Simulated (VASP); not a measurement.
Consider the following.

```xyz
3
Lattice="0.0000 2.4734 2.4734 2.4734 0.0000 2.4734 2.4734 2.4734 0.0000" Properties=species:S:1:pos:R:3 pbc="T T T"
Hf     0.0000     0.0000     0.0000
O      1.2367     1.2367     1.2367
O      3.7100     3.7100     3.7100
```

The numbers are results of PBE GGA with D3 dispersion (zero damping), VASP's PBE PAW potentials (set 64) (plane waves; VASP), not measurements. Numerical set-up: 520 eV cut-off, 8×8×8 Γ-centred mesh, Gaussian smearing of 0.050 eV, potentials Hf_pv O.

Unless said otherwise, spin-orbit coupling is left out, though it shifts the bands of the heavy elements here.

**Question.** Predict the energy per atom (σ→0), pressure, band gap (on the k-mesh) with the smallest direct gap where there is one.

**Answer.** 
```
Quantity                                      Result
-----------------------------------  ---------------
band gap (on the k-mesh)                     4.00 eV
smallest direct gap (on the k-mesh)          4.00 eV
energy per atom (σ→0)                -10.232 eV/atom
pressure                                   18.29 GPa
```

The absolute energy has meaning only against runs of the same code, potentials and settings.

The compound is HfO2 in the fluorite structure, the high-temperature cubic form, which is unstable at 0 K; the monoclinic form is the stable one. This cell is one point of a volume scan, at 0.94 of the reference volume.
